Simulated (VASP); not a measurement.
Here is the system:

```xyz
4
Lattice="1.5292 -2.6487 0.0000 1.5292 2.6487 0.0000 0.0000 0.0000 5.0167" Properties=species:S:1:pos:R:3 pbc="T T T"
Si     1.5292    -0.8829     2.5066
Si     1.5292     0.8829     5.0149
C      1.5292    -0.8829     4.3914
C      1.5292     0.8829     1.8831
```

Computed with LDA (Ceperley-Alder, Perdew-Zunger), VASP's LDA PAW potentials (set 64) (plane waves; VASP 6.6.1). Run with 520 eV cut-off, 9×9×5 Γ-centred mesh, tetrahedra with Blöchl corrections, potentials Si C.

The cores are frozen, which limits the accuracy of field gradients.

### Question
Give the principal components of the electric field gradient (V/Å²) and the asymmetry η at each nucleus.

### Answer

| atom | Vxx | Vyy | Vzz | η |
|---|---|---|---|---|
| Si1 | -1.4 | -1.4 | 2.9 | 0.00 |
| Si2 | -1.4 | -1.4 | 2.9 | 0.00 |
| C3 | -1.0 | -1.0 | 2.0 | 0.00 |
| C4 | -1.0 | -1.0 | 2.0 | 0.00 |

The compound is SiC in the wurtzite structure, the rare 2H polytype. It was relaxed first.
